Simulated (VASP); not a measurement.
Level of theory: PBEsol GGA, VASP's PBE PAW potentials (set 64) (plane waves; VASP).

VASP input:

**INCAR**
```
ALGO  =  Normal
EDIFF  =  1E-7
ENCUT  =  600
GGA  =  PS
ISIF  =  2
ISMEAR  =  0
LASPH  =  .True.
LCHARG  =  .False.
LREAL  =  .False.
LWAVE  =  .False.
NELM  =  100
PREC  =  Accurate
SIGMA  =  0.05
SYSTEM  =  Li2O
```

KPOINTS:
```
K-points
0
Gamma
8 8 6
```

File POSCAR:
```
Li2O
3.0779150
  0.9999998666   0.0000000250   0.0000000000
 -0.4999997278   0.8660251033   0.0000000000
  0.0000000000   0.0000000000   1.2344121443
O Li
1 2
direct
  0.0000000000   0.0000000000   0.0000000000
  0.3333330000   0.6666670000   0.1798806118
  0.6666670000   0.3333330000   0.8201193882
```

POTCAR, in this order: O Li_sv (PBE.64 set). Program: vasp_std.

Problem. Predict the energy per atom (σ→0).

Solution. 
The energy per atom (σ→0) comes out as -4.730 eV/atom.

**OSZICAR**
```
...
DAV:   7    -0.142812199180E+02    0.15921E+00   -0.44131E-01  1262   0.593E+00    0.180E+00
DAV:   8    -0.141890622543E+02    0.92158E-01   -0.24400E-01  1342   0.537E+00    0.464E-01
DAV:   9    -0.141890584516E+02    0.38027E-05   -0.12981E-02  1264   0.108E+00    0.189E-01
DAV:  10    -0.141904664216E+02   -0.14080E-02   -0.40299E-03  1154   0.594E-01    0.498E-02
DAV:  11    -0.141904233898E+02    0.43032E-04   -0.39332E-04  1312   0.152E-01    0.205E-02
DAV:  12    -0.141904298470E+02   -0.64572E-05   -0.28790E-05  1306   0.600E-02    0.252E-03
DAV:  13    -0.141904298856E+02   -0.38656E-07   -0.97236E-07  1446   0.906E-03
   1 F= -.14190430E+02 E0= -.14190430E+02  d E =-.103193E-16
```

The structure was generated: Li2O was put into the CdI2 type (P-3m1), which need not be its known phase. It was relaxed first, which changed the volume by +11 %.
